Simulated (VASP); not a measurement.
Given:

```xyz
8
Lattice="-3.2281 3.2281 6.4705 3.2281 -3.2281 6.4705 3.2281 3.2281 -6.4705" Properties=species:S:1:pos:R:3 pbc="T T T"
Mg     0.0000     3.2281     3.2352
Mg     0.0000     6.4562     0.0000
Cd     3.2281     0.0000     3.2352
Cd     0.0000     0.0000     6.4705
Te     1.6141     1.6424     4.8529
Te     1.6424    -1.6141     8.0881
Te     1.6141     1.5857    -1.6176
Te     1.5857     4.8422     1.6176
```

These are PBEsol GGA, VASP's PBE PAW potentials (set 64) (plane waves; VASP) values and carry that method's errors. Run with 400 eV cut-off, Gaussian smearing of 0.050 eV, potentials Mg Cd Te.

Unless said otherwise, spin-orbit coupling is left out, though it shifts the bands of the heavy elements here.

Question: Give the energies of bands 17 to 30 at the high-symmetry points, in eV from the valence-band maximum.

Answer: 
| band | Γ | X | P | N | M | S | R |
|---|---|---|---|---|---|---|---|
| 17 | -3.14 | -3.10 | -3.34 | -2.83 | -2.24 | -2.80 | -3.08 |
| 18 | -2.13 | -3.10 | -3.34 | -2.38 | -2.24 | -2.54 | -3.08 |
| 19 | -2.13 | -1.88 | -1.30 | -2.28 | -1.55 | -2.06 | -1.83 |
| 20 | -1.85 | -1.88 | -1.30 | -2.16 | -1.55 | -1.81 | -1.83 |
| 21 | -1.85 | -0.71 | -1.15 | -1.32 | -1.52 | -1.58 | -0.94 |
| 22 | -1.53 | -0.71 | -1.15 | -1.26 | -1.52 | -1.56 | -0.94 |
| 23 | -1.53 | -0.58 | -0.65 | -1.23 | -0.89 | -1.16 | -0.68 |
| 24 | -0.01 | -0.58 | -0.65 | -1.17 | -0.89 | -1.13 | -0.68 |
| 25 | -0.01 | -0.51 | -0.54 | -0.75 | -0.87 | -0.56 | -0.62 |
| 26 | 0.00 | -0.51 | -0.54 | -0.54 | -0.87 | -0.55 | -0.62 |
| 27 | 1.51 | 2.33 | 2.69 | 3.39 | 2.62 | 2.99 | 2.57 |
| 28 | 2.61 | 2.33 | 2.69 | 3.67 | 2.62 | 3.32 | 2.57 |
| 29 | 2.86 | 3.84 | 3.55 | 4.11 | 2.69 | 3.63 | 4.24 |
| 30 | 4.54 | 3.84 | 3.55 | 4.14 | 2.69 | 3.99 | 4.24 |

The gap is direct, 1.51 eV, from the valence maximum at Γ to the conduction minimum at Γ.

The structure comes from a computed database's MgCdTe2 entry (I-42d); how it stands against other phases isn't given here. It was relaxed first.
